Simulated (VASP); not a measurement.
A run of VASP 6.6.1 is set up as follows.

INCAR

```
PREC = Accurate
ENCUT = 520
EDIFF = 1E-7
ISMEAR = -1
SIGMA = 0.1
LREAL = False
LASPH = True
NELM = 60
ALGO = Fast
ISIF = 2
LWAVE = False
LCHARG = False
GGA = PE
NBANDS = 40
```

The input KPOINTS:

```
regular mesh
0
Gamma
  7 4 7
```

Contents of POSCAR:

```
TaMo2S4
1.0
    0.0000000000      3.2338630000      0.0000000000
    5.9450720000      0.0000000000      0.0000000000
   -2.6765010000      1.6169320000     -5.8236320000
S Ta Mo
4 1 2
Direct
    0.3675000000      0.9726000000      0.2650000000
    0.6325000000      0.0274000000      0.7350000000
    0.8938000000      0.4493000000      0.2124000000
    0.1062000000      0.5507000000      0.7876000000
    0.0000000000      0.0000000000      0.0000000000
    0.2561000000      0.6904000000      0.4878000000
    0.7439000000      0.3096000000      0.5122000000
```

Potentials or basis: VASP PAW PBE potentials, release 64 (S, Ta_pv, Mo_sv).

Run with:

```sh
$ cat potpaw_PBE.64/S/POTCAR potpaw_PBE.64/Ta_pv/POTCAR potpaw_PBE.64/Mo_sv/POTCAR > POTCAR
$ mpirun -np 1 vasp_std > vasp.out
```

(1) Estimate the pressure.

(2) Estimate the largest force.

## Answers

(1) 8.4 GPa.

(2) 1.777 eV/Å.

Caveat: forces of over 1 eV/Å show positions far from the minimum, so gaps and moduli don't describe the material at rest.
